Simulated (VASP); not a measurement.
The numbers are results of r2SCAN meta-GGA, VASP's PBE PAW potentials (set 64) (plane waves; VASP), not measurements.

The input files of a VASP run:

**KPOINTS_OPT**
```
k-points along high-symmetry lines
5
Line-mode
Reciprocal
  0.000000   0.000000   0.000000 ! GAMMA
  0.500000   0.000000   0.000000 ! X

  0.500000   0.000000   0.000000 ! X
  0.500000   0.500000   0.000000 ! S

  0.500000   0.500000   0.000000 ! S
  0.000000   0.500000   0.000000 ! Y

  0.000000   0.500000   0.000000 ! Y
  0.000000   0.000000   0.000000 ! GAMMA

  0.000000   0.000000   0.000000 ! GAMMA
  0.000000   0.000000   0.500000 ! Z

  0.000000   0.000000   0.500000 ! Z
  0.500000   0.000000   0.500000 ! U

  0.500000   0.000000   0.500000 ! U
  0.500000   0.500000   0.500000 ! R

  0.500000   0.500000   0.500000 ! R
  0.000000   0.500000   0.500000 ! T

  0.000000   0.500000   0.500000 ! T
  0.000000   0.000000   0.500000 ! Z

  0.500000   0.000000   0.000000 ! X
  0.500000   0.000000   0.500000 ! U

  0.000000   0.500000   0.000000 ! Y
  0.000000   0.500000   0.500000 ! T

  0.500000   0.500000   0.000000 ! S
  0.500000   0.500000   0.500000 ! R
```

**INCAR**
```
! general
SYSTEM   =  SiMo2
PREC     =  Accurate
ENCUT    =  400
LREAL    =  .FALSE.   ! projection in real space or not
LASPH    =  .TRUE.

! electronic loop
EDIFF    =  1E-7   ! SCF stop (eV)
NELM     =  100   ! most electronic steps
ALGO     =  Normal
LMAXMIX  =  4
LMIXTAU  =  .TRUE.

! smearing
ISMEAR   =  -5

! functional
METAGGA  =  R2SCAN

! ions
ISIF     =  2

! output
LWAVE    =  .FALSE.
LCHARG   =  .FALSE.
LORBIT   =  11   ! lm-projected
NEDOS    =  601   ! DOS grid

! other
LEFG     =  .TRUE.
```

POSCAR:
```
SiMo2
1
    5.2886625211     0.0000000000     0.0000000000
    0.0000000000     4.1852829755     0.0000000000
    0.0000000000     0.0000000000     7.9288895075
Mo Si
8 4
Direct
  0.5780487176   0.2500000000   0.7792179473
  0.0780487176   0.2500000000   0.7207820527
  0.4219512824   0.7500000000   0.2207820527
  0.9219512824   0.7500000000   0.2792179473
  0.1978116036   0.2500000000   0.0625452987
  0.6978116036   0.2500000000   0.4374547013
  0.8021883964   0.7500000000   0.9374547013
  0.3021883964   0.7500000000   0.5625452987
  0.7032635362   0.2500000000   0.1109566940
  0.2032635362   0.2500000000   0.3890433060
  0.2967364638   0.7500000000   0.8890433060
  0.7967364638   0.7500000000   0.6109566940
```

**KPOINTS**
```
Automatic mesh
0
Gamma
7 8 5
0 0 0
```

POTCAR, in this order: Mo_sv Si (PBE.64 set). Program: vasp_std.

Output of the run:

### OUTCAR
```
 ion  position               nearest neighbor table
   1  0.578  0.250  0.779-   2 2.68   2 2.68  11 2.71  11 2.71   9 2.71   7 2.71   7 2.71  12 2.74
                            12 2.74   6 2.78   5 3.02   8 3.08   8 3.08
   2  0.078  0.250  0.721-   1 2.68   1 2.68  12 2.71  12 2.71  10 2.71   8 2.71   8 2.71  11 2.74
                            11 2.74   5 2.78   6 3.02   7 3.08   7 3.08
   3  0.422  0.750  0.221-   4 2.68   4 2.68   9 2.71   9 2.71  11 2.71   5 2.71   5 2.71  10 2.74
                            10 2.74   8 2.78   7 3.02   6 3.08   6 3.08
   4  0.922  0.750  0.279-   3 2.68   3 2.68  10 2.71  10 2.71  12 2.71   6 2.71   6 2.71   9 2.74
                             9 2.74   7 2.78   8 3.02   5 3.08   5 3.08
   5  0.198  0.250  0.063-  11 2.56  11 2.56  10 2.59   9 2.64   9 2.70   3 2.71   3 2.71   2 2.78
                             1 3.02   4 3.08   4 3.08   7 3.12   7 3.12
   6  0.698  0.250  0.437-  12 2.56  12 2.56   9 2.59  10 2.64  10 2.70   4 2.71   4 2.71   1 2.78
                             2 3.02   3 3.08   3 3.08   8 3.12   8 3.12
   7  0.802  0.750  0.937-   9 2.56   9 2.56  12 2.59  11 2.64  11 2.70   1 2.71   1 2.71   4 2.78
                             3 3.02   2 3.08   2 3.08   5 3.12   5 3.12
   8  0.302  0.750  0.563-  10 2.56  10 2.56  11 2.59  12 2.64  12 2.70   2 2.71   2 2.71   3 2.78
                             4 3.02   1 3.08   1 3.08   6 3.12   6 3.12
   9  0.703  0.250  0.111-   7 2.56   7 2.56   6 2.59   5 2.64   5 2.70   3 2.71   3 2.71   1 2.71
                             4 2.74   4 2.74
  10  0.203  0.250  0.389-   8 2.56   8 2.56   5 2.59   6 2.64   6 2.70   4 2.71   4 2.71   2 2.71
                             3 2.74   3 2.74
  11  0.297  0.750  0.889-   5 2.56   5 2.56   8 2.59   7 2.64   7 2.70   1 2.71   1 2.71   3 2.71
                             2 2.74   2 2.74
  12  0.797  0.750  0.611-   6 2.56   6 2.56   7 2.59   8 2.64   8 2.70   2 2.71   2 2.71   4 2.71
                             1 2.74   1 2.74
  LATTYP: Found a simple orthorhombic cell.
 ALAT       =     4.1852829755
 B/A-ratio  =     1.2636332004
 C/A-ratio  =     1.8944691563
 Subroutine PRICEL returns:
 Original cell was already a primitive cell.
 Subroutine GETGRP returns: Found  8 space group operations
The static configuration has the point symmetry S_2 .
 The point group associated with its full space group is D_2h.
The dynamic configuration has the point symmetry S_2 .
 Subroutine INISYM returns: Found  8 space group operations
 Subroutine IBZKPT returns following result:
 Found     60 irreducible k-points:

 Following reciprocal coordinates:
...
```

**OSZICAR**
```
       N       E                     dE             d eps       ncg     rms          rms(c)
DAV:   1     0.115888282742E+04    0.11589E+04   -0.69260E+04  9576   0.145E+03
DAV:   2    -0.232354551704E+03   -0.13912E+04   -0.13510E+04  9948   0.487E+02
DAV:   3    -0.295253697495E+03   -0.62899E+02   -0.59836E+02 11960   0.913E+01
DAV:   4    -0.297166202374E+03   -0.19125E+01   -0.18519E+01 11016   0.123E+01
DAV:   5    -0.297216115621E+03   -0.49913E-01   -0.49319E-01 11068   0.190E+00    0.559E+01
DAV:   6    -0.258533814014E+03    0.38682E+02   -0.35369E+01  9736   0.312E+01    0.934E+00
DAV:   7    -0.244116729251E+03    0.14417E+02   -0.41259E+00 10832   0.899E+00    0.569E+00
DAV:   8    -0.244504465081E+03   -0.38774E+00   -0.29332E+00 10608   0.876E+00    0.437E+00
DAV:   9    -0.245715286078E+03   -0.12108E+01   -0.85346E-01 10464   0.509E+00    0.740E-01
DAV:  10    -0.243747743561E+03    0.19675E+01   -0.15659E+00  9324   0.630E+00    0.108E+00
DAV:  11    -0.244794241363E+03   -0.10465E+01   -0.48136E-01  9428   0.252E+00    0.532E-01
DAV:  12    -0.244763809757E+03    0.30432E-01   -0.16311E-01  9664   0.184E+00    0.374E-01
DAV:  13    -0.244722192052E+03    0.41618E-01   -0.30376E-02 10912   0.606E-01    0.259E-01
DAV:  14    -0.244824066820E+03   -0.10187E+00   -0.28460E-02  9396   0.835E-01    0.225E-01
DAV:  15    -0.244830302651E+03   -0.62358E-02   -0.10831E-03 11564   0.120E-01    0.194E-01
DAV:  16    -0.244853474675E+03   -0.23172E-01   -0.67061E-03  9356   0.371E-01    0.122E-01
DAV:  17    -0.244855593899E+03   -0.21192E-02   -0.91882E-04 10660   0.125E-01    0.706E-02
DAV:  18    -0.244855402727E+03    0.19117E-03   -0.62961E-05 10164   0.337E-02    0.535E-02
DAV:  19    -0.244855757503E+03   -0.35478E-03   -0.25439E-04  9528   0.628E-02    0.187E-02
DAV:  20    -0.244855763019E+03   -0.55162E-05   -0.12647E-05 10952   0.142E-02    0.115E-02
DAV:  21    -0.244855763534E+03   -0.51418E-06   -0.27468E-06  9604   0.832E-03    0.200E-03
DAV:  22    -0.244855764303E+03   -0.76973E-06   -0.23587E-07  7160   0.240E-03    0.893E-04
DAV:  23    -0.244855764553E+03   -0.24961E-06   -0.10631E-07  5008   0.146E-03    0.911E-04
DAV:  24    -0.244855764443E+03    0.10994E-06   -0.90192E-08  4884   0.148E-03    0.541E-04
DAV:  25    -0.244855764544E+03   -0.10117E-06   -0.29088E-08  4872   0.784E-04    0.540E-04
DAV:  26    -0.244855764570E+03   -0.25382E-07   -0.47016E-09  4856   0.281E-04
   1 F= -.24485576E+03 E0= -.24485576E+03  d E =0.000000E+00
       N       E                     dE             ncg
```

### OUTCAR
```
------------------------ aborting loop because EDIFF is reached ----------------------------------------
  FORCE on cell =-STRESS in cart. coord.  units (eV):
  Direction    XX          YY          ZZ          XY          YZ          ZX
  --------------------------------------------------------------------------------------
  Total       -0.0698125     -0.4040988      0.7631046     -0.0000000      0.0000000      0.0000000
  in kB       -0.6373246     -3.6890546      6.9664518     -0.0000000      0.0000000      0.0000000
  external PRESSURE =       0.8800242 kB  Pullay stress =       0.0000000 kB
  volume of cell :      175.50
      direct lattice vectors                 reciprocal lattice vectors
     5.288662521  0.000000000  0.000000000     0.189083723  0.000000000  0.000000000
     0.000000000  4.185282975  0.000000000     0.000000000  0.238932470  0.000000000
     0.000000000  0.000000000  7.928889508     0.000000000  0.000000000  0.126121066
 POSITION                                       TOTAL-FORCE (eV/Angst)
 -----------------------------------------------------------------------------------
      3.05710      1.04632      6.17833         0.043132     -0.000000      0.037558
      0.41277      1.04632      5.71500         0.043132      0.000000     -0.037558
      2.23156      3.13896      1.75056        -0.043132      0.000000     -0.037558
      4.87589      3.13896      2.21389        -0.043132     -0.000000      0.037558
      1.04616      1.04632      0.49591         0.043502     -0.000000      0.036354
      3.69049      1.04632      3.46853         0.043502      0.000000     -0.036354
      4.24250      3.13896      7.43297        -0.043502     -0.000000     -0.036354
      1.59817      3.13896      4.46036        -0.043502     -0.000000      0.036354
      3.71932      1.04632      0.87976         0.032684     -0.000000     -0.002190
      1.07499      1.04632      3.08468         0.032684      0.000000      0.002190
      1.56934      3.13896      7.04913        -0.032684     -0.000000      0.002190
      4.21367      3.13896      4.84421        -0.032684     -0.000000     -0.002190
 -----------------------------------------------------------------------------------
    total drift:                                0.000000     -0.000000     -0.000000
  FREE ENERGIE OF THE ION-ELECTRON SYSTEM (eV)
  ---------------------------------------------------
  free  energy   TOTEN  =      -244.8557645696 eV

  energy  without entropy=     -244.8557645696  energy(sigma->0) =     -244.85576457

 total charge

# of ion       s       p       d       tot
------------------------------------------
    1        2.325   6.198   3.967  12.491
    2        2.325   6.198   3.967  12.491
    3        2.325   6.198   3.967  12.491
    4        2.325   6.198   3.967  12.491
    5        2.309   6.186   4.049  12.544
    6        2.309   6.186   4.049  12.544
    7        2.309   6.186   4.049  12.544
    8        2.309   6.186   4.049  12.544
    9        0.726   0.953   0.000   1.679
   10        0.726   0.953   0.000   1.679
   11        0.726   0.953   0.000   1.679
   12        0.726   0.953   0.000   1.679
--------------------------------------------------
tot         21.439  53.349  32.066 106.854
```
(Selected blocks of OUTCAR.)

For a metal the tetrahedron method with Blöchl corrections gives inexact stress and forces.

The structure was generated: SiMo2 was put into the Co2Si type (Pnma), which need not be its known phase. It was relaxed first.
